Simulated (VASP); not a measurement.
Input:

```
SrTe
1.0
    0.00000     2.80977     2.80977
    2.80977     0.00000     2.80977
    2.80977     2.80977     0.00000
Sr Te
1 1
Direct
  0.00000   0.00000   0.00000
  0.50000   0.50000   0.50000
```

These are LDA (Ceperley-Alder, Perdew-Zunger), VASP's LDA PAW potentials (set 64) (plane waves; VASP) values and carry that method's errors. Run with 500 eV cut-off, 11×11×11 Γ-centred mesh, first-order Methfessel-Paxton smearing of 0.10 eV, potentials Sr_sv Te.

Unless said otherwise, spin-orbit coupling is left out, though it shifts the bands of the heavy elements here.

Q: What does the run give for the energy per atom (σ→0), pressure, band gap (on the k-mesh) with the smallest direct gap where there is one?

A: 
```yaml
band gap (on the k-mesh): none (metal, semimetal or under 0.01 eV)
energy per atom (σ→0): -3.406 eV/atom
pressure: 45.07 GPa
```

Only differences to runs with the same potentials and settings are physical.

The compound is SrTe in the rock salt structure. It was relaxed first under an external pressure of 45 GPa.
